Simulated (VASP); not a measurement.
```
Sb
1.0
   -3.95928     3.95928     2.02458
    3.95928    -3.95928     2.02458
    3.95928     3.95928    -2.02458
Sb
4
Direct
  0.34863   0.15137   0.50000
  0.65137   0.84863   0.50000
  0.15137   0.65137   0.80273
  0.84863   0.34863   0.19727
```

Computed with LDA (Ceperley-Alder, Perdew-Zunger) with spin-orbit coupling, VASP's LDA PAW potentials (set 64) (plane waves; VASP 6.6.1). Run with 400 eV cut-off, 8×8×8 Γ-centred mesh, Gaussian smearing of 0.050 eV, potentials Sb.

Q: Give the energies of bands 13 to 26 at the high-symmetry points, in eV from the Fermi level.

A: 
| band | Γ | X | M | Z | P | N |
|---|---|---|---|---|---|---|
| 13 | -1.40 | -2.56 | -1.36 | -2.98 | -3.83 | -2.24 |
| 14 | -1.40 | -2.56 | -1.36 | -2.98 | -3.83 | -2.24 |
| 15 | -1.04 | -2.14 | -0.98 | -2.77 | -3.83 | -2.24 |
| 16 | -1.04 | -2.14 | -0.98 | -2.77 | -3.83 | -2.24 |
| 17 | -1.04 | -1.07 | 0.17 | -0.87 | -0.80 | -1.11 |
| 18 | -1.04 | -1.07 | 0.17 | -0.87 | -0.80 | -1.11 |
| 19 | -0.96 | 0.12 | 0.67 | -0.38 | -0.80 | -1.11 |
| 20 | -0.96 | 0.12 | 0.67 | -0.38 | -0.80 | -1.11 |
| 21 | -0.93 | 0.33 | 1.75 | 0.28 | 0.20 | -0.36 |
| 22 | -0.93 | 0.33 | 1.75 | 0.28 | 0.20 | -0.36 |
| 23 | -0.40 | 1.81 | 1.93 | 0.32 | 0.20 | -0.36 |
| 24 | -0.40 | 1.81 | 1.93 | 0.32 | 0.20 | -0.36 |
| 25 | 2.55 | 2.25 | 2.03 | 1.18 | 2.93 | 2.77 |
| 26 | 2.55 | 2.25 | 2.03 | 1.18 | 2.94 | 2.77 |

It has no gap at this level: it comes out as a metal or semimetal.

The structure comes from a computed database's Sb entry (I4/mcm); how it stands against other phases isn't given here. It was relaxed first.
